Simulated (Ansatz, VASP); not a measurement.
**Hf (Hafnium) in two plane-wave programs**

One calculation is typed for both programs; each brings its own data sets. How far apart do they land? The cell is taken from a series of runs on this material, whose earlier steps may have relaxed, scaled, displaced or heated it; both programs get it as it stands.

Method: plane waves, with VASP 6.6.1 beside it; zone-centre phonons at PBEsol, in Ansatz 0.2.0.

### 1. Starting point

Symmetry: P6_3/mmc, No. 194, hexagonal system. The conventional cell has a = 3.255 Å, b = 3.255 Å, c = 4.894 Å, α = 90.00°, β = 90.00°, γ = 120.00°. Nearest to Hf lie 12 Hf at 3.09 to 3.26 Å.

Coordinates:

```cif
data_structure
_symmetry_space_group_name_H-M 'P6_3/mmc'
_symmetry_Int_Tables_number 194
_cell_length_a 3.2552
_cell_length_b 3.2552
_cell_length_c 4.8944
_cell_angle_alpha 90.000
_cell_angle_beta 90.000
_cell_angle_gamma 120.000
_cell_volume 44.92
loop_
_atom_site_label
_atom_site_type_symbol
_atom_site_symmetry_multiplicity
_atom_site_Wyckoff_symbol
_atom_site_fract_x
_atom_site_fract_y
_atom_site_fract_z
_atom_site_occupancy
Hf1 Hf 2 c 0.33333 0.66667 0.25000 1
```

### 2. VASP: zone-centre phonons, PBEsol

Second derivatives magnify differences that forces hide, and they need a tight electronic threshold.

Lines of VASP's logs that name or quote its potential files are left out, and so is its time.

File INCAR:

```
SYSTEM = Hf
PREC = Accurate
ENCUT = 500
EDIFF = 1E-08
NELM = 120
ISMEAR = 1
SIGMA = 0.2
LREAL = .FALSE.
ALGO = Normal
GGA = PS
NBANDS = 16
LASPH = .TRUE.
LORBIT = 11
LWAVE = .FALSE.
LCHARG = .FALSE.
ISIF = 2
IBRION = 8
GGA_COMPAT = .FALSE.
KPAR = 2
```

File POSCAR:

```
Hf
1.0
    3.2552347459      0.0000000000      0.0000000000
   -1.6276173729      2.8191159852      0.0000000000
    0.0000000000      0.0000000000      4.8943865866
Hf
2
Direct
    0.3333333333      0.6666666667      0.2500000000
    0.6666666667      0.3333333333      0.7500000000
```

File KPOINTS:

```
Automatic mesh
0
Gamma
15 15 8
0 0 0
```

Potentials, in the order of the species: Hf_pv (PBE family, release 64).

On the command line:

```
$ mpirun -np 2 vasp_std
```

Numbers of over 12 decimals in the logs are rounded to 6 here.

The log of the run:

```text
[banner, memory and clock lines left out]
running    2 mpi-ranks, on    1 nodes
 distrk:  each k-point on    1 cores,    2 groups
 distr:  one band on    1 cores,    1 groups

 POSCAR found type information on POSCAR Hf
 POSCAR found :  1 types and       2 ions
|                                                                             |
|               ----> ADVICE to this user running VASP <----                  |
|                                                                             |
|     You enforced a specific xc type in the INCAR file but a different       |
|     [... a line on the potential file left out ...]
|     I HOPE YOU KNOW WHAT YOU ARE DOING!                                     |
|                                                                             |

 LDA part: xc-table for (Slater+PW92), standard interpolation
 POSCAR, INCAR and KPOINTS ok, starting setup
 FFT: planning ... GRIDC
 FFT: planning ... GRID_SOFT
 FFT: planning ... GRID
 WAVECAR not read
 entering main loop
       N       E                     dE             d eps       ncg     rms          rms(c)
DAV:   1     0.450038923439E+02    0.45004E+02   -0.11275E+04  4352   0.115E+03
DAV:   2    -0.202125586505E+02   -0.65216E+02   -0.63742E+02  5760   0.246E+02
DAV:   3    -0.217497636623E+02   -0.15372E+01   -0.15262E+01  5720   0.261E+01
DAV:   4    -0.217618293991E+02   -0.12066E-01   -0.12064E-01  5328   0.284E+00
DAV:   5    -0.217619888175E+02   -0.15942E-03   -0.15941E-03  5664   0.270E-01    0.650E+01
DAV:   6    -0.211697143567E+02    0.59227E+00   -0.55586E-01  5112   0.487E+00    0.385E+01
DAV:   7    -0.209650635198E+02    0.20465E+00   -0.90907E-01  5288   0.598E+00    0.190E+00
DAV:   8    -0.209534866866E+02    0.11577E-01   -0.59929E-02  4960   0.165E+00    0.287E-01
DAV:   9    -0.209535879054E+02   -0.10122E-03   -0.12453E-03  5880   0.260E-01    0.195E-01
DAV:  10    -0.209535760336E+02    0.11872E-04   -0.52780E-05  5200   0.505E-02    0.179E-01
DAV:  11    -0.209535774791E+02   -0.14455E-05   -0.47276E-06  5880   0.154E-02    0.770E-03
DAV:  12    -0.209535775670E+02   -0.87941E-07   -0.37478E-07  5232   0.399E-03    0.414E-03
DAV:  13    -0.209535775203E+02    0.46768E-07   -0.30529E-08  5072   0.128E-03    0.116E-03
DAV:  14    -0.209535775089E+02    0.11321E-07   -0.12346E-09  3248   0.310E-04    0.228E-04
DAV:  15    -0.209535775039E+02    0.50443E-08   -0.18762E-10  3072   0.114E-04
   1 F= -.20953578E+02 E0= -.20955748E+02  d E =0.651262E-02
 Linear response reoptimize wavefunctions to high precision
DAV:   1    -0.209535775035E+02    0.39290E-09   -0.35774E-11  2984   0.498E-05
DAV:   2    -0.209535775035E+02    0.23874E-10   -0.75433E-12  2888   0.229E-05
 Linear response DOF=           2
 Linear response progress:
  Degree of freedom:   1/  2
       N       E                     dE             d eps       ncg     rms          rms(c)
RMM:   1    -0.204268112579E+00   -0.20427E+00    0.45541E+00 18539   0.120E+01
RMM:   2    -0.210422744687E+00   -0.61546E-02   -0.38735E-02 27774   0.124E+00    0.575E-01
RMM:   3    -0.209583827637E+00    0.83892E-03   -0.46094E-03 34265   0.271E-01    0.121E-01
RMM:   4    -0.209215826528E+00    0.36800E-03   -0.54451E-04 41310   0.946E-02    0.188E-01
RMM:   5    -0.208796552292E+00    0.41927E-03   -0.46858E-05 37972   0.411E-02    0.156E-02
RMM:   6    -0.208695150729E+00    0.10140E-03   -0.24747E-05 42710   0.158E-02    0.330E-02
RMM:   7    -0.208697266178E+00   -0.21154E-05   -0.33908E-05 38740   0.596E-03    0.329E-02
RMM:   8    -0.208690155014E+00    0.71112E-05   -0.61453E-06 39375   0.230E-03    0.777E-03
RMM:   9    -0.208689942593E+00    0.21242E-06   -0.75323E-06 43159   0.743E-04    0.364E-03
RMM:  10    -0.208690188342E+00   -0.24575E-06   -0.43583E-06 40532   0.339E-04    0.902E-04
RMM:  11    -0.208690431218E+00   -0.24288E-06   -0.24065E-06 42887   0.187E-04    0.505E-04
RMM:  12    -0.208690448899E+00   -0.17681E-07   -0.14529E-06 42187   0.110E-04    0.494E-05
RMM:  13    -0.208690494602E+00   -0.45703E-07   -0.72499E-07 40664   0.873E-05    0.635E-05
RMM:  14    -0.208690499617E+00   -0.50149E-08   -0.42935E-07 39884   0.754E-05    0.299E-05
RMM:  15    -0.208690508671E+00   -0.90538E-08   -0.23508E-07 37751   0.702E-05    0.106E-05
RMM:  16    -0.208690512861E+00   -0.41901E-08   -0.14833E-07 31194   0.667E-05    0.387E-06
RMM:  17    -0.208690514065E+00   -0.12041E-08   -0.92996E-08 27679   0.652E-05    0.137E-06
 first order change of Fermi-energy  -0.13591E-05
 force on displaced ion       1 direction 1 :  -2.388  -0.000   0.000
 Linear response progress:
  Degree of freedom:   2/  2
       N       E                     dE             d eps       ncg     rms          rms(c)
RMM:   1    -0.239051951298E+00   -0.23905E+00    0.48825E+00  6410   0.125E+01
RMM:   2    -0.249779552302E+00   -0.10728E-01   -0.44068E-02  9621   0.126E+00    0.714E-01
RMM:   3    -0.249005478202E+00    0.77407E-03   -0.38618E-03 11423   0.285E-01    0.225E-01
RMM:   4    -0.248761117314E+00    0.24436E-03   -0.40381E-04 13348   0.100E-01    0.199E-01
RMM:   5    -0.248428450470E+00    0.33267E-03    0.17999E-05 12986   0.484E-02    0.419E-02
RMM:   6    -0.248348953927E+00    0.79497E-04    0.18902E-05 11651   0.189E-02    0.351E-02
RMM:   7    -0.248374339609E+00   -0.25386E-04    0.27331E-05 12973   0.719E-03    0.757E-03
RMM:   8    -0.248373210407E+00    0.11292E-05    0.13646E-05 13718   0.275E-03    0.225E-03
RMM:   9    -0.248362094740E+00    0.11116E-04    0.10740E-05 13338   0.129E-03    0.108E-03
RMM:  10    -0.248361582686E+00    0.51205E-06    0.31128E-06 13364   0.512E-04    0.381E-04
RMM:  11    -0.248361413684E+00    0.16900E-06    0.11408E-06 13468   0.234E-04    0.936E-05
RMM:  12    -0.248361267094E+00    0.14659E-06    0.12422E-06 14479   0.119E-04    0.523E-05
RMM:  13    -0.248361226849E+00    0.40245E-07    0.98771E-07 13736   0.864E-05    0.145E-05
RMM:  14    -0.248361236895E+00   -0.10046E-07    0.71978E-07 13731   0.710E-05    0.356E-06
RMM:  15    -0.248361251861E+00   -0.14966E-07    0.36468E-07 13373   0.645E-05    0.286E-06
RMM:  16    -0.248361247050E+00    0.48109E-08    0.36857E-07 10718   0.613E-05    0.121E-06
RMM:  17    -0.248361261986E+00   -0.14936E-07    0.15697E-07  9249   0.601E-05    0.116E-06
RMM:  18    -0.248361254062E+00    0.79231E-08    0.23180E-07  8637   0.596E-05    0.797E-07
RMM:  19    -0.248361257920E+00   -0.38579E-08    0.16683E-07  8062   0.592E-05    0.543E-07
RMM:  20    -0.248361256750E+00    0.11704E-08    0.17267E-07  7614   0.591E-05    0.777E-07
RMM:  21    -0.248361257903E+00   -0.11528E-08    0.14534E-07  7227   0.590E-05    0.534E-07
RMM:  22    -0.248361254708E+00    0.31947E-08    0.18634E-07  6938   0.589E-05    0.713E-07
RMM:  23    -0.248361255123E+00   -0.41458E-09    0.16846E-07  6642   0.589E-05    0.524E-07
RMM:  24    -0.248361256122E+00   -0.99916E-09    0.16158E-07  6400   0.589E-05    0.616E-07
 first order change of Fermi-energy  -0.12120E-03
 force on displaced ion       1 direction 3 :  -0.000  -0.000  -4.873
 Linear response finished
```

From OUTCAR (step 2):

```text
ion  position               nearest neighbor table
   1  0.333  0.667  0.250-   2 3.09   2 3.09   2 3.09   2 3.09   2 3.09   2 3.09
   2  0.667  0.333  0.750-   1 3.09   1 3.09   1 3.09   1 3.09   1 3.09   1 3.09

  LATTYP: Found a hexagonal cell.
 ALAT       =     3.2552347459
 C/A-ratio  =     1.5035433597

 Subroutine GETGRP returns: Found 24 space group operations
 (whereof 12 operations were pure point group operations)

The static configuration has the point symmetry D_3d.
 The point group associated with its full space group is D_6h.

 Found    135 irreducible k-points:

   k-points           NKPTS =    135   k-points in BZ     NKDIM =    135   number of bands    NBANDS=     16

   dimension x,y,z NGX =    24 NGY =   24 NGZ =   36
   dimension x,y,z NGXF=    48 NGYF=   48 NGZF=   72

   ENCUT  =  500.0 eV  36.75 Ry    6.06 a.u.   5.94  5.94  8.92*2*pi/ulx,y,z

   NELECT =      20.0000    total number of electrons

 k-points in reciprocal lattice and weights: Automatic mesh
   0.00000000  0.00000000  0.00000000       0.001
   0.06666667  0.00000000  0.00000000       0.003
   0.13333333 -0.00000000  0.00000000       0.003
   0.20000000  0.00000000  0.00000000       0.003
   0.26666667 -0.00000000  0.00000000       0.003
   0.33333333  0.00000000  0.00000000       0.003
   0.40000000 -0.00000000  0.00000000       0.003
   0.46666667  0.00000000  0.00000000       0.003
   0.06666667  0.06666667  0.00000000       0.003
[...]
0.33333333  0.26666667  0.50000000       0.007
   0.33333333  0.33333333  0.50000000       0.001

 average (electrostatic) potential at core
       1 -37.2377       2 -37.2377

  Total       -1.7344312     -1.7344312     -0.1258792     -0.0000000      0.0000000     -0.0000000
  in kB      -61.8691460    -61.8691460     -4.4902557     -0.0000000      0.0000000     -0.0000000
  external PRESSURE =     -42.7428492 kB  Pullay stress =       0.0000000 kB

  energy-cutoff  :      500.00
  volume of cell :       44.92
      direct lattice vectors                 reciprocal lattice vectors
     3.255234746  0.000000000  0.000000000     0.307197507  0.177360564  0.000000000
    -1.627617373  2.819115985  0.000000000     0.000000000  0.354721127  0.000000000
     0.000000000  0.000000000  4.894386587     0.000000000  0.000000000  0.204315696

 POSITION                                       TOTAL-FORCE (eV/Angst)
 -----------------------------------------------------------------------------------
     -0.00000      1.87941      1.22360         0.000000     -0.000000      0.000000
      1.62762      0.93971      3.67079        -0.000000      0.000000      0.000000
 -----------------------------------------------------------------------------------
    total drift:                               -0.000000      0.000000     -0.000000

 Eigenvectors and eigenvalues of the dynamical matrix
 ----------------------------------------------------

   1 f  =    3.652882 THz    22.951735 2PiTHz  121.847032 cm-1    15.107100 meV
             X         Y         Z           dx          dy          dz
     -0.000000  1.879411  1.223597    -0.000000   -0.000000   -0.707107
      1.627617  0.939705  3.670790     0.000000    0.000000    0.707107

   2 f  =    2.557068 THz    16.066532 2PiTHz   85.294605 cm-1    10.575178 meV
             X         Y         Z           dx          dy          dz
     -0.000000  1.879411  1.223597     0.618300    0.343082   -0.000000
      1.627617  0.939705  3.670790    -0.618300   -0.343082    0.000000

   3 f  =    2.557068 THz    16.066532 2PiTHz   85.294605 cm-1    10.575178 meV
             X         Y         Z           dx          dy          dz
     -0.000000  1.879411  1.223597     0.343082   -0.618300   -0.000000
      1.627617  0.939705  3.670790    -0.343082    0.618300    0.000000

   4 f/i=    0.000000 THz     0.000000 2PiTHz    0.000000 cm-1     0.000000 meV
             X         Y         Z           dx          dy          dz
     -0.000000  1.879411  1.223597    -0.706412   -0.031338    0.000000
      1.627617  0.939705  3.670790    -0.706412   -0.031338    0.000000

   5 f/i=    0.000000 THz     0.000000 2PiTHz    0.000001 cm-1     0.000000 meV
             X         Y         Z           dx          dy          dz
     -0.000000  1.879411  1.223597    -0.000000   -0.000000   -0.707107
      1.627617  0.939705  3.670790     0.000000    0.000000   -0.707107

   6 f/i=    0.000000 THz     0.000000 2PiTHz    0.000001 cm-1     0.000000 meV
             X         Y         Z           dx          dy          dz
     -0.000000  1.879411  1.223597     0.031338   -0.706412    0.000000
      1.627617  0.939705  3.670790     0.031338   -0.706412    0.000000

 ELASTIC MODULI CONTR FROM IONIC RELAXATION (kBar)
 Direction    XX          YY          ZZ          XY          YZ          ZX
 --------------------------------------------------------------------------------
 XX        -151.6363    151.6363      0.0000     -0.0000      0.0000     -0.0000
 YY         151.6363   -151.6363      0.0000     -0.0000     -0.0000      0.0000
 ZZ           0.0000      0.0000     -0.0000      0.0000      0.0000     -0.0000
 XY          -0.0000     -0.0000      0.0000   -151.6363      0.0000     -0.0000
 YZ           0.0000     -0.0000      0.0000      0.0000     -0.0000      0.0000
 ZX          -0.0000      0.0000     -0.0000     -0.0000      0.0000     -0.0000
 --------------------------------------------------------------------------------
```

Harder data sets than Hf_pv exist (the GW ones), and pressures, volumes and forces can shift noticeably with them. The PAW data sets were made with PBE, which is usual practice but a small mismatch for other functionals.

(Continued in part 2 of 2.)

[Lines on the potential files, build, host, timing and source positions are cut from VASP's logs without a mark.]

[Logs are printed without paths, hosts, clocks, repeated set-up lines and the standing remarks that a program may print on its own settings, such as how far it seeks lower states.]

[Hosts, paths, dates, database ids (printed as entryN), source tags and the programs' standing remarks are cut or masked in the printed files.]
